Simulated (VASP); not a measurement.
An input for Quantum ESPRESSO's pw.x (written as the equivalent of a VASP run, and not itself run):

```
&CONTROL
  calculation = 'scf'
  pseudo_dir = './pseudo'
  outdir = './out'
  tprnfor = .true.
  tstress = .true.
/
&SYSTEM
  ibrav = 0
  nat = 3
  ntyp = 2
  ecutwfc = 82
  occupations = 'smearing'
  smearing = 'gaussian'
  degauss = 0.009996
  input_dft = 'pbe'
/
&ELECTRONS
  conv_thr = 7.3e-08
  electron_maxstep = 100
/
ATOMIC_SPECIES
  Nb 92.906 Nb.upf
  H 1.008 H.upf
CELL_PARAMETERS angstrom
     2.9251400    0.0000000    0.0000000
    -1.4625700    2.5332450    0.0000000
     0.0000000    0.0000000    4.7188580
ATOMIC_POSITIONS crystal
  Nb   0.0000000  0.0000000  0.0000000
  H    0.3333330  0.6666670  0.2520000
  H    0.6666670  0.3333330  0.7480000
K_POINTS automatic
  13 13 7 0 0 0
```

Task: Translate this input to VASP (INCAR, KPOINTS, POSCAR, choice of POTCAR).

Result: One answer among several that fit: 
**KPOINTS**
```
Automatic
0
gamma
 13 13 7
```

### INCAR
```
SYSTEM = NbH2
PREC = Accurate; ENCUT = 300; LREAL = F
LASPH = T
EDIFF = 1E-6; NELM = 100; ALGO = Normal
LMAXMIX = 4
ISMEAR = 0; SIGMA = 0.136
GGA = PE
ISIF = 2
LWAVE = F; LCHARG = F
```

File POSCAR:
```
NbH2
1
    2.9251400000     0.0000000000     0.0000000000
   -1.4625700000     2.5332450000     0.0000000000
    0.0000000000     0.0000000000     4.7188580000
Nb H
1 2
Direct
  0.0000000000   0.0000000000   0.0000000000
  0.3333330000   0.6666670000   0.2520000000
  0.6666670000   0.3333330000   0.7480000000
```

POTCAR, in this order: Nb_sv H (PBE.64 set). Program: vasp_std.

What does not carry over: the potentials are each code's own (VASP's PAW set, PseudoDojo norm-conserving files in pw.x), so ENCUT and ecutwfc are chosen apart and not converted; conv_thr bounds pw.x's estimated SCF error, while EDIFF bounds the energy change between steps.

The structure was generated: NbH2 was put into an ordered model structure, which need not be its known phase. The cell was not relaxed at this level.
